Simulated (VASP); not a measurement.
VASP input:

### POSCAR
```
TiO2
1
    4.7462796395     0.0000000000     0.0000000000
    0.0000000000     4.7462796395     0.0000000000
    0.0000000000     0.0000000000     3.0432373583
Ti O
2 4
Direct
  0.0000000000   0.0000000000   0.0000000000
  0.5000000000   0.5000000000   0.5000000000
  0.3048264847   0.3048264847   0.0000000000
  0.8048264847   0.1951735153   0.5000000000
  0.1951735153   0.8048264847   0.5000000000
  0.6951735153   0.6951735153   0.0000000000
```

### KPOINTS
```
Automatic mesh
0
Gamma
5 5 7
0 0 0
```

**INCAR**
```
# general
SYSTEM   = TiO2
PREC     = Accurate
ENCUT    = 520
LREAL    = .FALSE.
LASPH    = .TRUE.

# electronic loop
EDIFF    = 1E-7
NELM     = 100
ALGO     = Normal
LMAXMIX  = 4

# smearing
ISMEAR   = 0
SIGMA    = 0.05

# functional
GGA      = ML
LUSE_VDW = .TRUE.
AGGAC    = 0.0
ZAB_VDW  = -1.8867

# ions
IBRION   = 2
NSW      = 30
ISIF     = 4
EDIFFG   = -0.01

# output
LWAVE    = .FALSE.
LCHARG   = .FALSE.
```

POTCAR, in this order: Ti_sv O (PBE.64 set). Program: vasp_std.

Task: Translate this vdW-DF2 calculation to Quantum ESPRESSO's pw.x.

Result: One equivalent input (not run):
```
&CONTROL
  calculation = 'vc-relax'
  pseudo_dir = './pseudo'
  outdir = './out'
  tprnfor = .true.
  tstress = .true.
  nstep = 30
  forc_conv_thr = 0.00039
/
&SYSTEM
  ibrav = 0
  nat = 6
  ntyp = 2
  ecutwfc = 84
  occupations = 'smearing'
  smearing = 'gaussian'
  degauss = 0.003675
  input_dft = 'vdw-df2'
/
&ELECTRONS
  conv_thr = 7.3e-09
  electron_maxstep = 100
/
&IONS
/
&CELL
  cell_dofree = 'shape'
/
ATOMIC_SPECIES
  Ti 47.867 Ti.upf
  O 15.999 O.upf
CELL_PARAMETERS angstrom
     4.7462796    0.0000000    0.0000000
     0.0000000    4.7462796    0.0000000
     0.0000000    0.0000000    3.0432374
ATOMIC_POSITIONS crystal
  Ti   0.0000000  0.0000000  0.0000000
  Ti   0.5000000  0.5000000  0.5000000
  O    0.3048265  0.3048265  0.0000000
  O    0.8048265  0.1951735  0.5000000
  O    0.1951735  0.8048265  0.5000000
  O    0.6951735  0.6951735  0.0000000
K_POINTS automatic
  5 5 7 0 0 0
```
What does not carry over: the potentials are each code's own (VASP's PAW set, PseudoDojo norm-conserving files in pw.x), so ENCUT and ecutwfc are chosen apart and not converted; conv_thr bounds pw.x's estimated SCF error, while EDIFF bounds the energy change between steps; forc_conv_thr acts on force components and is met together with etot_conv_thr.

The compound is TiO2 in the rutile structure. This cell is one point of a volume scan, at 1.03 of the reference volume. Symmetry was kept, so distortions that lower it aren't found.
